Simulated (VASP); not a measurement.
Data:

```yaml
crystal:
  lattice:
    - [0.00000, 2.69860, 2.69860]
    - [2.69860, 0.00000, 2.69860]
    - [2.69860, 2.69860, 0.00000]
  atoms:
    - { symbol: Cd, position: [0.00000, 0.00000, 0.00000] }
    - { symbol: S, position: [0.50000, 0.50000, 0.50000] }
```

All values below come from PBEsol GGA, VASP's PBE PAW potentials (set 64) (plane waves; VASP). Numerical set-up: 400 eV cut-off, Gaussian smearing of 0.050 eV, potentials Cd S.

Question: Give the energies of bands 6 to 11 at the high-symmetry points, in eV from the valence-band maximum.

Answer: 
| band | Γ | X | U | L | W |
|---|---|---|---|---|---|
| 6 | -7.70 | -6.62 | -6.95 | -7.46 | -6.82 |
| 7 | -0.85 | -4.61 | -3.94 | -5.11 | -3.48 |
| 8 | -0.85 | -2.35 | -3.77 | 0.00 | -3.48 |
| 9 | -0.85 | -2.35 | -1.54 | 0.00 | -3.08 |
| 10 | 0.97 | 0.12 | 2.04 | 3.31 | 3.49 |
| 11 | 9.16 | 5.84 | 6.53 | 5.76 | 6.68 |

The gap is indirect, 0.12 eV, from the valence maximum at L to the conduction minimum at X.

The structure comes from a computed database's CdS entry (Fm-3m); how it stands against other phases isn't given here. It was relaxed first, which changed the volume by -6 %.
